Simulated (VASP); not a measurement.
# CrCu4NiSn2 (R-3m) in VASP: runs at scaled volumes

Single points of CrCu4NiSn2 at other volumes, in PBE.

Program: VASP 6.6.1. These are calculated values, not measurements. Logs are shortened: lines on timing, memory, paths and dates and some standing lists are left out, and cuts for length are marked.

## Step 1: The undisturbed crystal

The structure is trigonal, space group R-3m (No. 166). Conventional cell: a = 4.362 Å, b = 4.362 Å, c = 21.250 Å, α = 90.00°, β = 90.00°, γ = 120.00°. Around Sn (site symmetry 3m) lie 8 Cu at 2.62 to 2.69 Å. Around Cu (site symmetry 3m) lie 4 Sn at 2.62 to 2.67 Å and 3 Ni at 2.66 Å and 1 Cr at 2.68 Å. Cu (site symmetry 3m) has 1 Ni at 2.63 Å and 4 Sn at 2.66 to 2.69 Å and 3 Cr at 2.68 Å as nearest neighbours. Around Ni (site symmetry -3m) lie 8 Cu at 2.63 to 2.66 Å. Around Cr (site symmetry -3m) lie 8 Cu at 2.68 Å.

The cell comes from a database or a generator and needn't be the stable form of this composition.

## Step 2: Equation of state, PBE, collinear spin, ferromagnetic start, 13.72 Å³/atom (volume scaled by 0.94)

Input file INCAR:

```
  PREC = Accurate
  ENCUT = 520
  EDIFF = 1E-7
  ISMEAR = -1
  SIGMA = 0.05
  LREAL = F
  LASPH = T
  NELM = 150
  ALGO = Normal
  ISIF = 2
  LWAVE = F
  LCHARG = F
  ISPIN = 2
  MAGMOM = 0 0 0.6 0.6 0.6 0.6 1 3
  LORBIT = 11
  LMAXMIX = 4
  GGA = PE
  NBANDS = 61
```

Input file KPOINTS:

```
Automatic mesh
0
Gamma
  7 7 7
```

Input file POSCAR:

```
CrCu4NiSn2
1.0
    2.1366066855      1.2335704450      6.9388575024
   -2.1366066855      1.2335704450      6.9388575024
    0.0000000000     -2.4671408900      6.9388575024
Sn Cu Ni Cr
2 4 1 1
Direct
    0.7504420000      0.7504420000      0.7504420000
    0.2495580000      0.2495580000      0.2495580000
    0.8739180000      0.8739180000      0.8739180000
    0.3763620000      0.3763620000      0.3763620000
    0.1260820000      0.1260820000      0.1260820000
    0.6236380000      0.6236380000      0.6236380000
    0.5000000000      0.5000000000      0.5000000000
    0.0000000000      0.0000000000      0.0000000000
```

Potentials or basis: VASP PAW PBE potentials, release 64 (Sn_d, Cu, Ni, Cr_pv).

Started as:

```console
cat potpaw_PBE.64/Sn_d/POTCAR potpaw_PBE.64/Cu/POTCAR potpaw_PBE.64/Ni/POTCAR potpaw_PBE.64/Cr_pv/POTCAR > POTCAR
mpirun -np 1 vasp_std > vasp.out
```

OUTCAR:

```text
PREC = Accurate
   ENCUT = 520
   EDIFF = 1E-7
   ISMEAR = -1
   LREAL = F
   LASPH = T
   NELM = 150
   ISIF = 2
   ISPIN = 2
   LORBIT = 11
   GGA = PE

 Found     44 irreducible k-points:

 Following reciprocal coordinates:
            Coordinates               Weight
  0.000000  0.000000  0.000000      1.000000
  0.142857  0.000000  0.000000      6.000000
  0.285714  0.000000  0.000000      6.000000
  0.428571  0.000000  0.000000      6.000000
  0.142857  0.142857  0.000000      6.000000
  0.285714  0.142857  0.000000     12.000000
   k-points           NKPTS =     44   k-points in BZ     NKDIM =     44   number of bands    NBANDS=     61
   number of dos      NEDOS =    301   number of ions     NIONS =      8
   total plane-waves  NPLWV = 175616
   dimension x,y,z NGX =    56 NGY =   56 NGZ =   56
   dimension x,y,z NGXF=   112 NGYF=  112 NGZF=  112
   ions per type =               2   4   1   1
   NGX,Y,Z   is equivalent  to a cutoff of  12.64, 12.64, 12.64 a.u.
   NGXF,Y,Z  is equivalent  to a cutoff of  25.28, 25.28, 25.28 a.u.
 SYSTEM =  unknown system
   PREC   = accura    normal or accurate (medium, high low for compatibility)
   ISTART =      0    job   : 0-new  1-cont  2-samecut
   ICHARG =      2    charge: 1-file 2-atom 10-const
   ISPIN  =      2    spin polarized calculation?
   LNONCOLLINEAR =      F non collinear calculations
   LSORBIT =      F    spin-orbit coupling
   LASPH  =      T    aspherical Exc in radial PAW
   ENCUT  =  520.0 eV  38.22 Ry    6.18 a.u.  13.69 13.69 13.69*2*pi/ulx,y,z
   NELM   =    150;   NELMIN=  2; NELMDL= -5     # of ELM steps
   EDIFF  = 0.1E-06   stopping-criterion for ELM
   LREAL  =      F    real-space projection
   EDIFFG = 0.1E-05   stopping-criterion for IOM
   NSW    =      0    number of steps for IOM
   IBRION =     -1    ionic relax: 0-MD 1-quasi-New 2-CG
   NFREE  =      0    steps in history (QN), initial steepest desc. (CG)
   ISIF   =      2    stress and relaxation
   ISYM   =      2    0-nonsym 1-usesym 2-fastsym
   POTIM  = 0.5000    time-step for ionic-motion
   TEBEG  =    0.0;   TEEND  =   0.0 temperature during run
   PSTRESS=    0.0 pullay stress
   NELECT =      94.0000    total number of electrons
   NUPDOWN=      -1.0000    fix difference up-down
   EMIN   =  10.00;   EMAX   =-10.00  energy-range for DOS
   EFERMI =   0.00;   METHOD = LEGACY
   ISMEAR =    -1;   SIGMA  =   0.05  broadening in eV -4-tet -1-fermi 0-gaus
   EFERMI_NEDOS =   21; number of points for ismear=-14 and -15
   IALGO  =     38    algorithm
   IMIX   =      4    mixing-type and parameters
     AMIX     =   0.40;   BMIX     =  1.00
     AMIX_MAG =   1.60;   BMIX_MAG =  1.00
  volume/ion in A,a.u.               =      13.72        92.56
  Fermi-wavevector in a.u.,A,eV,Ry     =   1.554801  2.938148 32.890815  2.417407
  Thomas-Fermi vector in A             =   2.658835
   LORBIT       =     11    0 simple, 1 ext, 2 COOP (PROOUT), +10 PAW based schemes
   GGA     = PE    functional components
   LHFCALC =     F    Hartree Fock is set to
   AEXX    =    0.0000 exact exchange contribution
   IVDW    =     0    specifies the selected vdW correction
   LEPSILON=     F    determine dielectric tensor
   LRPA    =     F    only Hartree local field effects (RPA)
 spin polarized calculation
  energy-cutoff  :      520.00
  volume of cell :      109.73
 maximum number of plane-waves:      2972
   NGX = 27   NGY = 27   NGZ = 27

 number of electron      93.9999979 magnetization       3.4921860

 Free energy of the ion-electron system (eV)
  ---------------------------------------------------
  ext. energy  EPLUGINS =         0.00000000
  ---------------------------------------------------
  free energy    TOTEN  =       -36.34894614 eV

  energy without entropy =      -36.31983992  energy(sigma->0) =      -36.33439303

 E-fermi :  10.1797     XC(G=0): -12.5624

 val. band max:       10.1724862314   @ k =  -0.1429   0.1429   0.1429
 cond. band min:      10.1859828055   @ k =  -0.4286   0.2857   0.2857
 fundamental gap:      0.0134965741
 Fermi energy:        10.1797304628

 spin component 1

 k-point     1 :       0.0000    0.0000    0.0000
  band No.  band energies     occupation
      1     -33.8324      1.00000
      2     -33.7750      1.00000
      3     -33.7750      1.00000
      4     -11.5613      1.00000
      5     -11.5613      1.00000
      6     -11.5557      1.00000
[... 51 lines left out ...]
     58      14.6665      0.00000
     59      14.6665      0.00000

 k-point     2 :       0.1429    0.0000    0.0000
  band No.  band energies     occupation
      1     -33.8323      1.00000
      2     -33.7754      1.00000
      3     -33.7751      1.00000
      4     -11.5599      1.00000
      5     -11.5596      1.00000
      6     -11.5558      1.00000
[... 51 lines left out ...]
     58      14.8754      0.00000
     59      15.5562      0.00000

 k-point     3 :       0.2857    0.0000    0.0000
  band No.  band energies     occupation
      1     -33.8322      1.00000
      2     -33.7762      1.00000
      3     -33.7753      1.00000
      4     -11.5605      1.00000
      5     -11.5580      1.00000
      6     -11.5520      1.00000
[... 51 lines left out ...]
     58      16.4436      0.00000
     59      16.7075      0.00000

 k-point     4 :       0.4286    0.0000    0.0000
  band No.  band energies     occupation
      1     -33.8321      1.00000
      2     -33.7769      1.00000
      3     -33.7754      1.00000
      4     -11.5615      1.00000
      5     -11.5601      1.00000
      6     -11.5477      1.00000
[... 51 lines left out ...]
     58      16.4293      0.00000
     59      16.7115      0.00000

 k-point     5 :       0.1429    0.1429    0.0000
  band No.  band energies     occupation
      1     -33.8323      1.00000
      2     -33.7754      1.00000
      3     -33.7751      1.00000
      4     -11.5603      1.00000
      5     -11.5595      1.00000
      6     -11.5552      1.00000
[... 51 lines left out ...]
     58      14.7974      0.00000
     59      15.3841      0.00000

 k-point     6 :       0.2857    0.1429    0.0000
  band No.  band energies     occupation
      1     -33.8322      1.00000
      2     -33.7759      1.00000
      3     -33.7753      1.00000
      4     -11.5594      1.00000
      5     -11.5589      1.00000
      6     -11.5528      1.00000
[... 51 lines left out ...]
     58      15.9161      0.00000
     59      16.3274      0.00000

 [... further k-points ...]

 spin component 2

 k-point     1 :       0.0000    0.0000    0.0000
  band No.  band energies     occupation
      1     -30.6273      1.00000
      2     -30.5830      1.00000
      3     -30.5830      1.00000
      4     -11.5743      1.00000
      5     -11.5742      1.00000
      6     -11.5701      1.00000
[... 51 lines left out ...]
     58      15.4811      0.00000
     59      15.4811      0.00000

 k-point     2 :       0.1429    0.0000    0.0000
  band No.  band energies     occupation
      1     -30.6272      1.00000
      2     -30.5835      1.00000
      3     -30.5831      1.00000
      4     -11.5730      1.00000
      5     -11.5726      1.00000
      6     -11.5699      1.00000
[... 51 lines left out ...]
     58      15.2714      0.00000
     59      15.8155      0.00000

 k-point     3 :       0.2857    0.0000    0.0000
  band No.  band energies     occupation
      1     -30.6271      1.00000
      2     -30.5846      1.00000
      3     -30.5833      1.00000
      4     -11.5745      1.00000
      5     -11.5714      1.00000
      6     -11.5653      1.00000
[... 51 lines left out ...]
     58      16.9641      0.00000
     59      17.0173      0.00000

 k-point     4 :       0.4286    0.0000    0.0000
  band No.  band energies     occupation
      1     -30.6269      1.00000
      2     -30.5856      1.00000
      3     -30.5835      1.00000
      4     -11.5756      1.00000
      5     -11.5740      1.00000
      6     -11.5609      1.00000
[... 51 lines left out ...]
     58      16.9634      0.00000
     59      17.2797      0.00000

 k-point     5 :       0.1429    0.1429    0.0000
  band No.  band energies     occupation
      1     -30.6272      1.00000
      2     -30.5835      1.00000
      3     -30.5831      1.00000
      4     -11.5734      1.00000
      5     -11.5725      1.00000
      6     -11.5695      1.00000
[... 51 lines left out ...]
     58      15.3113      0.00000
     59      15.6106      0.00000

 k-point     6 :       0.2857    0.1429    0.0000
  band No.  band energies     occupation
      1     -30.6271      1.00000
      2     -30.5843      1.00000
      3     -30.5834      1.00000
      4     -11.5731      1.00000
      5     -11.5721      1.00000
      6     -11.5665      1.00000
[... 51 lines left out ...]
     58      16.2205      0.00000
     59      16.7134      0.00000

 [... further k-points ...]

 [bands above 59 left out]

------------------------ aborting loop because EDIFF is reached ----------------------------------------

  FORCE on cell =-STRESS in cart. coord.  units (eV):
  Direction    XX          YY          ZZ          XY          YZ          ZX
  --------------------------------------------------------------------------------------
  -------------------------------------------------------------------------------------
  Total        6.2426110      6.2426110      6.5705715     -0.0000000     -0.0000000      0.0000000
  in kB       91.1484095     91.1484095     95.9369633     -0.0000000     -0.0000000      0.0000000
  external PRESSURE =      92.7445941 kB  Pullay stress =       0.0000000 kB

 VOLUME and BASIS-vectors are now :
 -----------------------------------------------------------------------------
  energy-cutoff  :      520.00
  volume of cell :      109.73
      direct lattice vectors                 reciprocal lattice vectors
     2.136606685  1.233570445  6.938857502     0.234015930  0.135109160  0.048038648
    -2.136606685  1.233570445  6.938857502    -0.234015930  0.135109160  0.048038648
     0.000000000 -2.467140890  6.938857502     0.000000000 -0.270218320  0.048038648

 POSITION                                       TOTAL-FORCE (eV/Angst)
 -----------------------------------------------------------------------------------
      0.00000      0.00000     15.62163         0.000000      0.000000     -0.058784
      0.00000      0.00000      5.19494         0.000000     -0.000000      0.058784
      0.00000      0.00000     18.19198         0.000000     -0.000000     -0.070606
      0.00000      0.00000      7.83457         0.000000      0.000000      0.150957
      0.00000      0.00000      2.62460         0.000000      0.000000      0.070606
      0.00000      0.00000     12.98201         0.000000     -0.000000     -0.150957
      0.00000      0.00000     10.40829         0.000000      0.000000     -0.000000
      0.00000      0.00000      0.00000         0.000000     -0.000000     -0.000000
 -----------------------------------------------------------------------------------
    total drift:                                0.000000      0.000000     -0.000000

  FREE ENERGIE OF THE ION-ELECTRON SYSTEM (eV)
  ---------------------------------------------------
  free  energy   TOTEN  =       -36.3489461396 eV

  energy  without entropy=      -36.3198399159  energy(sigma->0) =      -36.33439303

 total charge

# of ion       s       p       d       tot
------------------------------------------
    1        1.072   1.346  10.079  12.496
    2        1.072   1.346  10.079  12.496
    3        0.432   0.418   9.194  10.044
    4        0.453   0.430   9.189  10.072
    5        0.432   0.418   9.194  10.044
    6        0.453   0.430   9.189  10.072
    7        0.379   0.348   8.478   9.205
    8        0.272   6.222   4.209  10.703
--------------------------------------------------
tot          4.563  10.959  69.611  85.132

 magnetization (x)

# of ion       s       p       d       tot
------------------------------------------
    1       -0.011  -0.047   0.006  -0.052
    2       -0.011  -0.047   0.006  -0.052
    3       -0.007   0.002   0.013   0.008
    4       -0.014  -0.001   0.057   0.042
    5       -0.007   0.002   0.013   0.008
    6       -0.014  -0.001   0.057   0.042
    7        0.016   0.000   0.029   0.045
    8        0.040   0.032   3.158   3.230
--------------------------------------------------
tot         -0.006  -0.059   3.336   3.271
```

It took 28 min on 1 thread of AMD EPYC 7R13 (Zen 3), shared host; peak memory 0.83 GiB.

What came out:

```
Free energy                                           : -36.3489 eV
Pressure                                              : 9.3 GPa
Largest force                                         : 0.151 eV/Å
Band gap on the k mesh                                : none (metal or under the smearing width)
Net moment                                            : 3.49 μB per cell
Site moments                                          : Sn -0.05; Cu +0.01, +0.04; Ni +0.04; Cr +3.23 μB
Valence electrons inside the program's atomic spheres : Sn 12.50; Cu 10.04, 10.07; Ni 9.21; Cr 10.70
```

## Step 3: Equation of state, PBE, collinear spin, ferromagnetic start, 14.01 Å³/atom (volume scaled by 0.96)

Input file INCAR:

```
SYSTEM = CrCu4NiSn2
PREC     = Accurate       ! precision mode
ENCUT    = 520            ! plane-wave cutoff, eV
EDIFF    = 1E-7           ! SCF threshold, eV
ISMEAR   = -1             ! smearing method
SIGMA    = 0.05           ! smearing width, eV
LREAL    = .FALSE.        ! projectors in reciprocal space
LASPH    = .TRUE.         ! aspherical terms in the spheres
NELM     = 150            ! most SCF steps
ALGO     = Normal         ! electronic algorithm
ISIF     = 2              ! what is computed and relaxed
LWAVE    = .FALSE.        ! write WAVECAR
LCHARG   = .FALSE.        ! write CHGCAR
ISPIN    = 2              ! spin polarisation
MAGMOM   = 0 0 0.6 0.6 0.6 0.6 1 3 ! initial moments
LORBIT   = 11             ! projections on sites
LMAXMIX  = 4              ! l up to which the mixer works
GGA      = PE             ! functional
NBANDS   = 61             ! bands
```

Input file KPOINTS:

```
regular mesh
0
G
  7 7 7
  0 0 0
```

POSCAR: that of step 2 with these lines changed.

```diff
@@ -2,5 +2,5 @@
 1.0
-    2.1366066855      1.2335704450      6.9388575024
-   -2.1366066855      1.2335704450      6.9388575024
-    0.0000000000     -2.4671408900      6.9388575024
+    2.1516537072      1.2422578470      6.9877243061
+   -2.1516537072      1.2422578470      6.9877243061
+    0.0000000000     -2.4845156941      6.9877243061
 Sn Cu Ni Cr
```

Potentials or basis: VASP PAW PBE potentials, release 64 (Sn_d, Cu, Ni, Cr_pv).

Started as:

```console
cat potpaw_PBE.64/Sn_d/POTCAR potpaw_PBE.64/Cu/POTCAR potpaw_PBE.64/Ni/POTCAR potpaw_PBE.64/Cr_pv/POTCAR > POTCAR
mpirun -np 1 vasp_std > vasp.out
```

OUTCAR:

```text
SYSTEM = CrCu4NiSn2
   PREC = Accurate
   ENCUT = 520
   EDIFF = 1E-7
   ISMEAR = -1
   LREAL = .FALSE.
   LASPH = .TRUE.
   NELM = 150
   ISIF = 2
   ISPIN = 2
   LORBIT = 11
   GGA = PE

 Found     44 irreducible k-points:

 Following reciprocal coordinates:
            Coordinates               Weight
  0.000000  0.000000  0.000000      1.000000
  0.142857  0.000000 -0.000000      6.000000
  0.285714  0.000000  0.000000      6.000000
  0.428571 -0.000000 -0.000000      6.000000
  0.142857  0.142857 -0.000000      6.000000
  0.285714  0.142857 -0.000000     12.000000
   k-points           NKPTS =     44   k-points in BZ     NKDIM =     44   number of bands    NBANDS=     61
   number of dos      NEDOS =    301   number of ions     NIONS =      8
   total plane-waves  NPLWV = 175616
   dimension x,y,z NGX =    56 NGY =   56 NGZ =   56
[... 849 lines left out ...]
      0.00000     -0.00000     13.07343         0.000000      0.000000     -0.149176
      0.00000     -0.00000     10.48159        -0.000000      0.000000      0.000000
      0.00000      0.00000      0.00000         0.000000      0.000000      0.000000
 -----------------------------------------------------------------------------------
    total drift:                                0.000000      0.000000     -0.000000

  FREE ENERGIE OF THE ION-ELECTRON SYSTEM (eV)
  ---------------------------------------------------
  free  energy   TOTEN  =       -36.4615963180 eV

  energy  without entropy=      -36.4327607537  energy(sigma->0) =      -36.44717854

 total charge

# of ion       s       p       d       tot
------------------------------------------
    1        1.073   1.320  10.070  12.463
    2        1.073   1.320  10.070  12.463
    3        0.426   0.402   9.192  10.020
    4        0.446   0.414   9.188  10.048
    5        0.426   0.402   9.192  10.020
    6        0.446   0.414   9.188  10.048
    7        0.372   0.334   8.470   9.176
    8        0.267   6.213   4.196  10.676
--------------------------------------------------
tot          4.528  10.819  69.564  84.911

 magnetization (x)

# of ion       s       p       d       tot
------------------------------------------
    1       -0.011  -0.047   0.005  -0.052
    2       -0.011  -0.047   0.005  -0.052
    3       -0.007   0.002   0.012   0.008
    4       -0.014  -0.001   0.055   0.041
    5       -0.007   0.002   0.012   0.008
    6       -0.014  -0.001   0.055   0.041
    7        0.016   0.000   0.033   0.050
    8        0.041   0.032   3.209   3.282
--------------------------------------------------
tot         -0.005  -0.058   3.388   3.325
```

stdout:

```text
POSCAR found type information on POSCAR SnCuNiCr
 POSCAR found :  4 types and       8 ions
 scaLAPACK will be used
 LDA part: xc-table for (Slater+PW92), standard interpolation
 POSCAR, INCAR and KPOINTS ok, starting setup
 FFT: planning ... GRIDC
 FFT: planning ... GRID_SOFT
 FFT: planning ... GRID
 WAVECAR not read
 entering main loop
```

It took 30 min on 1 thread of AMD EPYC 7R13 (Zen 3), shared host; peak memory 0.81 GiB.

What came out:

- Free energy: -36.4616 eV
- Pressure: 6.1 GPa
- Largest force: 0.149 eV/Å
- Band gap on the k mesh: none (metal or under the smearing width)
- Net moment: 3.56 μB per cell
- Site moments: Sn -0.05; Cu +0.01, +0.04; Ni +0.05; Cr +3.28 μB
- Valence electrons inside the program's atomic spheres: Sn 12.46; Cu 10.02, 10.05; Ni 9.18; Cr 10.68
